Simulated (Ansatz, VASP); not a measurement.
# Cross-check of InAs between VASP and Ansatz

One calculation is typed for both programs; each brings its own data sets. How far apart do they land? The cell is taken from a series of runs on this material, whose earlier steps may have relaxed, scaled, displaced or heated it; both programs get it as it stands.

Calculated with Ansatz 0.2.0; plane waves, with VASP 6.6.1 beside it; relaxation of cell and atoms at PBEsol.

### 1. Starting point

It takes space group F-43m (No. 216, cubic). The conventional cell has a = 6.087 Å, b = 6.087 Å, c = 6.087 Å, α = 90.00°, β = 90.00°, γ = 90.00°. Nearest to In lie 4 As at 2.64 Å. Nearest to As lie 4 In at 2.64 Å. Farther neighbours are not listed.

### 2. Ansatz: relaxation of cell and atoms, PBEsol

Ansatz runs on its default PAW (the set named soft_2) files.

The relaxed volume is the usual yardstick between codes: in a stiff, nearly cubic crystal its relative difference is about their pressure difference at one cell divided by the bulk modulus.

input.yaml

```yaml
crystal:
  lattice:
    - [0.0, 3.0433151339, 3.0433151339]
    - [3.0433151339, 0.0, 3.0433151339]
    - [3.0433151339, 3.0433151339, 0.0]
  atoms:
    - { symbol: In, position: [0.0, 0.0, 0.0] }
    - { symbol: As, position: [0.25, 0.25, 0.25] }
kpoints:
  mp_grid: { grid: [12, 12, 12] }
hamiltonian:
  xc: pbesol
scf:
  occupations: { method: methfessel_paxton, width: 0.2 }
  lower_state_search: "off"
output:
  forces: true
  stress: true
  eigenvalues: true
basis:
  ecutwfc: 320.0
relax:
  adjacent_minimum: "off"
  f_tol: 0.001
  max_steps: 60
  cell: { stress_tol: 0.01 }
```

On the command line:

```console
ansatz run input.yaml --threads 8 --pin off --max-ram 16384MiB --backend cpu --events-out ev --progress --plain --runs-dir out
```

Numbers of over 12 decimals in the logs are rounded to 6 here.

Log:

```text
Warning: basis.ecutwfc = 320 eV is below the records' recommended 420 eV, and the density's cutoff is lower with it unless basis.ecutrho_ratio is high enough to keep the records' density cutoff: compare with a run at a higher cutoff
Engine: ansatz 0.2.0, aarch64-unknown-linux-gnu
Pseudopotentials: kind: paw
Pseudopotential: In, paw, valence charge 13, recommended cutoff 420 eV (normal), In.paw.azcp
Pseudopotential: As, paw, valence charge 15, recommended cutoff 420 eV (normal), As.paw.azcp
Functional definition: PBEsol
  exchange = pbesol_x
  correlation = pbesol_c
Crystal: 2 atoms, lattice volume = 56.373 Å³
Basis set: ecut = 320 eV, 725 PW (Γ), exchange–correlation on 54×54×54 points (8 copies of the dense FFT grid, shifted against one another)
Bands: 18, of which v1, the nominal top of the filled ones, is band 14 counted from 1 (13 counted from 0)
Symmetry: 24 space group operations
Space group: F-43m (ITA 216), of the structure as read, at distance tolerance 3.8e-5 Å
k-points: 72 of 1728 (time reversal used)
Non-local potential: In, projectors of the file, l = 0: 2, l = 1: 2, l = 2: 2, l = 3: 2
Non-local potential: As, projectors of the file, l = 0: 2, l = 1: 2, l = 2: 3, l = 3: 1
PAW form: soft (Blöchl's): semilocal exchange-correlation on the pseudo side does not see the compensation charge
PAW frozen core: In, regenerated for the run's functional, and the local potential with it (the file was generated under x = pbe(κ = 0.804, μ = 0.219515), c = pbe(β = 0.066725))
PAW frozen core: As, regenerated for the run's functional, and the local potential with it (the file was generated under x = pbe(κ = 0.804, μ = 0.219515), c = pbe(β = 0.066725))
PAW one-centre angular grid: In, 590 points (default); XC on 64 Gauss nodes
PAW one-centre angular grid: As, 590 points (default); XC on 64 Gauss nodes
Initial density: superposition of atomic densities (neutral atoms: chi_scale 0, normalization atom), corrected by the library's trained network
Initial wavefunctions: pseudopotential atomic-orbital guess
Functional: x = pbesol(κ = 0.804, μ = 0.123457), c = pbesol(β = 0.046)
SCF iter   1: F=—  HF=-10338.795337 eV  |F-HF|=—  |Δ(HF+E_count)|=         —  Δρ=4.93e-3  dr2=2.07e-2  ethr=1.77e-3  ⟨swp⟩=5.0  Hψ=5428  notcnv=0
preconditioner: auto → none  [insulator: Δε(μ)=0.692 eV  Ē_g=14.545 eV  σ=0.200 eV  W_gap=0.68  n_scr=14 (ndim 8)  ℏωp=21.0 eV  f_vac=0.108  D(μ)=0.06/eV (n_scr^D=0)  ε∞_Penn≈3.1]
SCF iter   2: F=—  HF=-10338.786555 eV  |F-HF|=—  |Δ(HF+E_count)|=   8.78e-3  S|Δr|=    0.00e0  Δρ=1.57e-3  dr2=1.08e-3  ethr=7.38e-5  ⟨swp⟩=2.1  Hψ=2186  notcnv=0
SCF iter   3: F=—  HF=-10338.786435 eV  |F-HF|=—  |Δ(HF+E_count)|=   1.19e-4  S|Δr|=    0.00e0  Δρ=5.21e-4  dr2=1.61e-4  ethr=3.84e-6  ⟨swp⟩=2.2  Hψ=2271  notcnv=0
SCF iter   4: F=—  HF=-10338.786477 eV  |F-HF|=—  |Δ(HF+E_count)|=   4.21e-5  S|Δr|=    0.00e0  Δρ=2.12e-4  dr2=1.80e-5  ethr=5.75e-7  ⟨swp⟩=2.0  Hψ=1531  notcnv=0
SCF iter   5: F=—  HF=-10338.786495 eV  |F-HF|=—  |Δ(HF+E_count)|=   1.77e-5  S|Δr|=    0.00e0  Δρ=1.39e-5  dr2=8.07e-8  ethr=3.57e-10  ⟨swp⟩=4.6  Hψ=6435  notcnv=0
SCF iter   6: F=-10338.786495 eV  HF=-10338.786495 eV  |F-HF|=1.06e-8  |Δ(HF+E_count)|=   6.12e-8  S|Δr|=    0.00e0  Δρ=4.27e-6  dr2=7.36e-9  ethr=2.88e-10  ⟨swp⟩=2.6  Hψ=4576  notcnv=0
SCF 1 converged in 6 iterations: F = -10338.786495 eV  dr2 = 7.36e-9
  greatest PAW one-centre occupation: 0.999 electrons in one spin orbital (limit 2), on the As atom at site 1 (counted from 0), in its partial waves of l = 2
relax step   1: F+E_penalty+E_count = -10338.78649517 eV  Δ(F+E_penalty+E_count) = +0.000e0 eV  max|allowed force component| = 1.214e-16 eV/Å  Δτ_max = 0.0000 Å  P = +0.112 GPa  Ω = 56.373 Å³  (6 SCF iters, dr2 threshold 1.00e-7 eV, accepted)
[...]
relax step   4: F+E_penalty+E_count = -10338.78625054 eV  Δ(F+E_penalty+E_count) = -5.691e-4 eV  max|allowed force component| = 2.277e-17 eV/Å  Δτ_max = 0.0000 Å  P = +0.025 GPa  Ω = 56.460 Å³  stress off target by 2.50e-2 GPa  SCF on the basis re-selected at this cell (its energy is not comparable with the rows above)  (6 SCF iters)
[...]
relax step   5: F+E_penalty+E_count = -10338.78606245 eV  Δ(F+E_penalty+E_count) = +1.881e-4 eV  max|allowed force component| = 2.371e-17 eV/Å  Δτ_max = 0.0000 Å  P = +0.003 GPa  Ω = 56.479 Å³  energy of the carried Pulay correction = -1.898e-4 eV  (4 SCF iters, dr2 threshold 1.56e-9 eV, accepted)
[...]
relax step   6: F+E_penalty+E_count = -10338.78628827 eV  Δ(F+E_penalty+E_count) = -2.258e-4 eV  max|allowed force component| = 2.255e-17 eV/Å  Δτ_max = 0.0000 Å  P = +0.006 GPa  Ω = 56.479 Å³  stress off target by 5.53e-3 GPa  SCF on the basis re-selected at this cell (its energy is not comparable with the rows above)  (5 SCF iters)
basis re-selected at this cell: Δ(F+E_penalty+E_count) = -2.258e-4 eV, ΔP = +0.003 GPa vs the last step (what re-selecting the basis moved, of the pressure what is left beyond the Pulay correction that the steps carried, after the strain that the cell walked since its last selection, with what the two solves' SCF thresholds leave and, on support functions, any second-order correction that the steps lacked; it is no m [...]
SCF converged after 5 iterations
Stability not checked: this state was not tested for a lower state beside it, because cold or Methfessel-Paxton smearing, or corrected tetrahedra, fill the levels in a way that the test cannot read (fill_not_monotonic; see scf.lower_state_search)
Free energy (F): -10338.786288 eV
Harris-Foulkes:  -10338.786288 eV  (|F-HF|=0.00e0)
Internal energy: -10338.786734 eV  (E = F + TS)
E sigma→0 (E₀):  -10338.786400 eV
Entropy (-TS):   0.000446 eV (0.223 meV/atom)
Fermi energy:    7.469468 eV
Step filling:    the computed levels leave a gap of 0.0000 eV = 0.0 smearing widths at the electron count; against every level under it full and every level over it empty, smearing changes F+E_penalty+E_count by +0.176 meV and its σ→0 estimate by +0.065 meV
--- Per-component energies (eV) ---
  E_band       = -323.152596
  E_kinetic    = 347.072142
  E_local      = -3306.664805  (includes V_loc(G=0)·N_el)
  E_nonlocal   = -299.575826
  E_hartree    = 1594.426354
  E_xc         = -291.887204
  E_vxc        = -178.797060  (∫ρ·V_xc dr)
  E_paw        = -5878.163518  (= ΣΔE_a)
  E_vpaw       = -74.039977  (= ΣTr[D̂ρ^β])
  E_aug_tail   = 0.000229  (compensation charges beyond the density's cutoff)
  E_ewald      = -2505.196439
  E_core_change = 1.202331  (= ΣΔE_core)
  E_smearing   = 0.000446  (= −TS)
  E_closure    = 0.000000  (closes the sum)
  Σ components = -10338.786288   (vs F -10338.786288, Δ=0.00e0)
--- Forces (eV/Å), atoms counted from 1 ---
  atom   1  In     0.00000000     0.00000000     0.00000000
  atom   2  As     0.00000000    -0.00000000     0.00000000
  max |Σ_I F_I| component: 4.74e-17 eV/Å
--- Stress (GPa, compression-positive) ---
        0.005532      -0.000000      -0.000000
       -0.000000       0.005532       0.000000
       -0.000000       0.000000       0.005532
  P = ⅓ Tr σ = 0.0055 GPa (0.055 kbar)
--- Band table (eV; the first three rows and the last of 72) ---
  k-point 0: bands = [... 10 lower, -4.3313, 7.0262, 7.4254, 7.4254, 7.4254, 11.2913, 11.2913, 11.2913]
  k-point 1: bands = [... 10 lower, -4.2611, 6.0779, 7.3366, 7.3366, 8.1322, 11.3026, 11.4231, 11.4231]
  k-point 2: bands = [... 10 lower, -4.0581, 4.8838, 7.1208, 7.1208, 8.5466, 11.6387, 11.7263, 11.7263]
  k-point 71: bands = [... 10 lower, -2.3499, 1.7811, 4.5316, 4.6161, 11.5195, 11.6336, 12.2992, 13.4077]
--- Relaxed structure (4 steps of the walk, 4 accepted, 2 SCFs on fresh bases) ---
  F+E_penalty+E_count = -10338.78628827 eV   max|allowed force component| = 2.255e-17 eV/Å   (the final SCF, on the basis selected at the relaxed cell)
  cell:  # Å, volume = 56.4794 Å³
    - [0, 3.045230, 3.045230]
    - [3.045230, 0, 3.045230]
    - [3.045230, 3.045230, 0]
  atoms:
    - { symbol: In, position: [0, 0, 0] }
    - { symbol: As, position: [0.25, 0.25, 0.25] }
```

The column dr2 measures how far the density is from self-consistency, as an energy; F and HF (Harris–Foulkes) agree once it is small.

### 3. VASP: relaxation of cell and atoms, PBEsol

The same cell, functional, mesh and smearing now go to VASP, with its own data sets.

Lines of VASP's logs that name or quote its potential files are left out, and so is its time.

INCAR

```
SYSTEM = InAs
PREC = Accurate
ENCUT = 500
EDIFF = 1E-07
NELM = 120
ISMEAR = 1
SIGMA = 0.2
LREAL = .FALSE.
ALGO = Normal
GGA = PS
NBANDS = 15
LORBIT = 11
LWAVE = .FALSE.
LCHARG = .FALSE.
ISIF = 3
IBRION = 2
NSW = 80
EDIFFG = -0.005
LASPH = .TRUE.
GGA_COMPAT = .FALSE.
NELMIN = 4
```

POSCAR

```
InAs
1.0
    0.0000000000      3.0433150000      3.0433150000
    3.0433150000      0.0000000000      3.0433150000
    3.0433150000      3.0433150000      0.0000000000
In As
1 1
Direct
    0.0000000000      0.0000000000      0.0000000000
    0.2500000821      0.2500000821      0.2500000821
```

KPOINTS

```
Automatic mesh
0
Gamma
12 12 12
0 0 0
```

The projector-augmented-wave data sets are In_d and As (PBE family, release 64).

On the command line:

```console
mpirun -np 1 vasp_std
```

Log:

```text
[banner, memory and clock lines left out]
running    1 mpi-ranks, on    1 nodes
 distrk:  each k-point on    1 cores,    1 groups
 distr:  one band on    1 cores,    1 groups

 POSCAR found type information on POSCAR InAs
 POSCAR found :  2 types and       2 ions
|                                                                             |
|               ----> ADVICE to this user running VASP <----                  |
|                                                                             |
|     You enforced a specific xc type in the INCAR file but a different       |
|     [... a line on the potential file left out ...]
|     I HOPE YOU KNOW WHAT YOU ARE DOING!                                     |
|                                                                             |

 LDA part: xc-table for (Slater+PW92), standard interpolation
 POSCAR, INCAR and KPOINTS ok, starting setup
 FFT: planning ... GRIDC
 FFT: planning ... GRID_SOFT
 FFT: planning ... GRID
 WAVECAR not read
 entering main loop
       N       E                     dE             d eps       ncg     rms          rms(c)
DAV:   1     0.111615288839E+03    0.11162E+03   -0.82147E+03  2202   0.125E+03
DAV:   2    -0.887676767552E+00   -0.11250E+03   -0.10794E+03  2335   0.300E+02
DAV:   3    -0.857521344940E+01   -0.76875E+01   -0.76442E+01  2727   0.794E+01
DAV:   4    -0.877188598912E+01   -0.19667E+00   -0.19662E+00  2653   0.142E+01
DAV:   5    -0.878118168478E+01   -0.92957E-02   -0.92955E-02  3266   0.265E+00    0.432E+00
DAV:   6    -0.852199561924E+01    0.25919E+00   -0.39887E-01  3378   0.118E+01    0.237E+00
DAV:   7    -0.849155599560E+01    0.30440E-01   -0.10728E-01  3038   0.335E+00    0.678E-01
DAV:   8    -0.849002594687E+01    0.15300E-02   -0.12395E-02  2835   0.134E+00    0.193E-01
DAV:   9    -0.849027274138E+01   -0.24679E-03   -0.88470E-04  2629   0.283E-01    0.110E-01
DAV:  10    -0.849033847451E+01   -0.65733E-04   -0.12269E-04  3308   0.159E-01    0.673E-02
DAV:  11    -0.849035661196E+01   -0.18137E-04   -0.55147E-05  2454   0.106E-01    0.522E-02
DAV:  12    -0.849035682142E+01   -0.20946E-06   -0.57540E-06  2418   0.254E-02    0.839E-03
DAV:  13    -0.849035692333E+01   -0.10192E-06   -0.11618E-06  2867   0.605E-03    0.400E-03
DAV:  14    -0.849035686821E+01    0.55123E-07   -0.63640E-08  1998   0.256E-03
   1 F= -.84903569E+01 E0= -.84905035E+01  d E =-.849036E+01
 curvature:   0.00 expect dE= 0.000E+00 dE for cont linesearch  0.000E+00
 trial: gam= 0.00000 g(F)=  0.234E-40 g(S)=  0.908E-04 ort = 0.000E+00 (trialstep = 0.100E+01)
 search vector abs. value=  0.908E-04
 bond charge predicted
       N       E                     dE             d eps       ncg     rms          rms(c)
DAV:   1    -0.849144864242E+01   -0.10917E-02   -0.25322E-02  2734   0.311E+00    0.208E-01
DAV:   2    -0.849054376144E+01    0.90488E-03   -0.17929E-03  2699   0.973E-01    0.746E-02
DAV:   3    -0.849038902834E+01    0.15473E-03   -0.43934E-04  2804   0.435E-01    0.418E-02
DAV:   4    -0.849038733939E+01    0.16889E-05   -0.20170E-05  2342   0.413E-02    0.303E-02
DAV:   5    -0.849038259134E+01    0.47481E-05   -0.20679E-06  2588   0.133E-02    0.130E-02
DAV:   6    -0.849038107579E+01    0.15155E-05   -0.92021E-07  3310   0.102E-02    0.203E-03
DAV:   7    -0.849038131287E+01   -0.23708E-06   -0.89449E-08  1528   0.517E-03    0.418E-04
DAV:   8    -0.849038131926E+01   -0.63915E-08   -0.36690E-08  1248   0.379E-03
   2 F= -.84903813E+01 E0= -.84905291E+01  d E =-.244510E-04
 trial-energy change:   -0.000024  1 .order   -0.000025   -0.000091    0.000041
 step:   0.6847(harm=  0.6908)  dis= 0.00000  next Energy=    -8.490388 (dE=-0.309E-04)
 bond charge predicted
       N       E                     dE             d eps       ncg     rms          rms(c)
DAV:   1    -0.849049295351E+01   -0.11164E-03   -0.25059E-03  2727   0.973E-01    0.658E-02
DAV:   2    -0.849040136365E+01    0.91590E-04   -0.17939E-04  2699   0.309E-01    0.235E-02
DAV:   3    -0.849038670726E+01    0.14656E-04   -0.43321E-05  2783   0.137E-01    0.133E-02
DAV:   4    -0.849038691539E+01   -0.20813E-06   -0.19880E-06  2342   0.129E-02    0.963E-03
DAV:   5    -0.849038727247E+01   -0.35708E-06   -0.20590E-07  2447   0.423E-03    0.404E-03
DAV:   6    -0.849038763185E+01   -0.35937E-06   -0.61021E-08  1612   0.327E-03    0.637E-04
DAV:   7    -0.849038758445E+01    0.47397E-07   -0.31476E-08  1199   0.347E-03
   3 F= -.84903876E+01 E0= -.84905350E+01  d E =-.307162E-04
 curvature:  -0.35 expect dE=-0.106E-08 dE for cont linesearch -0.106E-08
 trial: gam= 0.00000 g(F)=  0.177E-40 g(S)=  0.308E-08 ort =-0.528E-06 (trialstep = 0.937E+00)
 search vector abs. value=  0.318E-08
 reached required accuracy - stopping structural energy minimisation
```

Parts of OUTCAR (step 3):

```text
ion  position               nearest neighbor table
   1  0.000  0.000  0.000-   2 2.64   2 2.64   2 2.64   2 2.64
   2  0.250  0.250  0.250-   1 2.64   1 2.64   1 2.64   1 2.64

  LATTYP: Found a face centered cubic cell.
 ALAT       =     6.0866300000

 Subroutine GETGRP returns: Found 24 space group operations
 (whereof 24 operations were pure point group operations)

The static configuration has the point symmetry T_d .

 Found     72 irreducible k-points:

   k-points           NKPTS =     72   k-points in BZ     NKDIM =     72   number of bands    NBANDS=     15

   dimension x,y,z NGX =    32 NGY =   32 NGZ =   32
   dimension x,y,z NGXF=    64 NGYF=   64 NGZF=   64

   ENCUT  =  500.0 eV  36.75 Ry    6.06 a.u.   7.85  7.85  7.85*2*pi/ulx,y,z

   NELECT =      18.0000    total number of electrons

 k-points in reciprocal lattice and weights: Automatic mesh
   0.00000000  0.00000000  0.00000000       0.001
   0.08333333  0.00000000  0.00000000       0.005
   0.16666667  0.00000000  0.00000000       0.005
   0.25000000  0.00000000  0.00000000       0.005
   0.33333333  0.00000000  0.00000000       0.005
   0.41666667  0.00000000  0.00000000       0.005
   0.50000000  0.00000000  0.00000000       0.002
   0.08333333  0.08333333  0.00000000       0.003
   0.16666667  0.08333333  0.00000000       0.014
[...]
-0.33333333  0.50000000  0.16666667       0.007
  -0.25000000  0.50000000  0.25000000       0.003

 average (electrostatic) potential at core
       1 -96.6155       2 -49.6988

 E-fermi :   4.2030

 k-point     1 :       0.0000    0.0000    0.0000
  band No.  band energies     occupation
    ...
      6      -7.5945      2.00000
      7       3.7691      2.00890
      8       4.1591      1.36195
      9       4.1591      1.36195
     10       4.1591      1.36191
     11       8.0063     -0.00000
     12       8.0063     -0.00000
     13       8.0063     -0.00000
     14      11.4110      0.00000
     15      13.7694      0.00000

 k-point     2 :       0.0833    0.0000    0.0000
  band No.  band energies     occupation
    ...
      5     -10.0106      2.00000
      6      -7.5241      2.00000
      7       2.8151      2.00000
      8       4.0698      1.89489
      9       4.0698      1.89487
     10       4.8698     -0.00003
     11       8.0215     -0.00000
     12       8.1389     -0.00000
     13       8.1389     -0.00000
     14      11.8480      0.00000
    ...

 k-point     3 :       0.1667    0.0000    0.0000
  band No.  band energies     occupation
    ...
      5     -10.0105      2.00000
      6      -7.3205      2.00000
      7       1.6187      2.00000
      8       3.8527      2.03270
      9       3.8527      2.03270
     10       5.2822     -0.00000
     11       8.3631      0.00000
     12       8.4421      0.00000
     13       8.4421      0.00000
     14      12.5196      0.00000
    ...

  Total       -0.0002062     -0.0002062     -0.0002062     -0.0000000     -0.0000000      0.0000000
  in kB       -0.0058500     -0.0058500     -0.0058500     -0.0000000     -0.0000000      0.0000000
  external PRESSURE =      -0.0058500 kB  Pullay stress =       0.0000000 kB

  energy-cutoff  :      500.00
  volume of cell :       56.47
      direct lattice vectors                 reciprocal lattice vectors
    -0.000000000  3.045095099  3.045095099    -0.164198484  0.164198484  0.164198484
     3.045095099  0.000000000  3.045095099     0.164198484 -0.164198484  0.164198484
     3.045095099  3.045095099  0.000000000     0.164198484  0.164198484 -0.164198484

 POSITION                                       TOTAL-FORCE (eV/Angst)
 -----------------------------------------------------------------------------------
      0.00000      0.00000      0.00000        -0.000000     -0.000000     -0.000000
      1.52255      1.52255      1.52255         0.000000      0.000000      0.000000
 -----------------------------------------------------------------------------------
    total drift:                               -0.000084     -0.000084     -0.000084

  FREE ENERGIE OF THE ION-ELECTRON SYSTEM (eV)
  ---------------------------------------------------
  free  energy   TOTEN  =        -8.4903875844 eV

  energy  without entropy=       -8.4908297749  energy(sigma->0) =       -8.49053498

 reached required accuracy - stopping structural energy minimisation

 total charge
# of ion       s       p       d       tot
------------------------------------------
    1        0.849   0.717   9.886  11.452
    2        1.225   1.546   0.021   2.793
--------------------------------------------------
tot          2.074   2.263   9.907  14.245

[... 3 further parts left out ...]
```

CONTCAR:

```
InAs
   1.00000000000000
    -0.0000000000000000    3.0450950993370789    3.0450950993370789
     3.0450950993370789    0.0000000000000000    3.0450950993370789
     3.0450950993370789    3.0450950993370789    0.0000000000000000
  In              As
     1     1
Direct
     0.0000000000000000    0.0000000000000000    0.0000000000000000
     0.2500000821000015    0.2500000821000015    0.2500000821000015
```

### 4. Differences

Known differences besides the potentials themselves: the data sets hold 28 valence electrons in Ansatz (on its default PAW (the set named soft_2) files) and 18 in VASP; the cutoff is 320 eV in Ansatz and 500 eV in VASP; Ansatz makes its cores anew for this functional, VASP keeps those of its PBE data sets; Ansatz adds a Pulay correction to the stress that steers its cell, VASP none; Ansatz's log warns that its cutoff lies below the recommended one. Total energies have different zeros and are not compared.

Compared:

```
                                         quantity  Ansatz   VASP  difference
                                      volume (Å³)   56.48  56.47     +0.01 %
edge a after relaxation, in the typed setting (Å)   4.307  4.306     +0.00 %
```

### 5. Results

```json
{
  "difference in volume (relaxation of cell and atoms, PBEsol)": "0.013 %"
}
```

What this shows: The difference in volume is 0.013 % (relaxation of cell and atoms, PBEsol), within the 1.2 % picked in this series as the mark of a large difference, as far as the stopping tolerances let one tell. The data sets hold unlike numbers of valence electrons (28 in Ansatz and 18 in VASP), so part of the differences comes from the potentials. How closely two codes agree says nothing of how well the functional describes the real material.

[Lines on the potential files, build, host, timing and source positions are cut from VASP's logs without a mark.]

[Logs are printed without paths, hosts, clocks, repeated set-up lines and the standing remarks that a program may print on its own settings, such as how far it seeks lower states.]

[Hosts, paths, dates, database ids (printed as entryN), source tags and the programs' standing remarks are cut or masked in the printed files.]
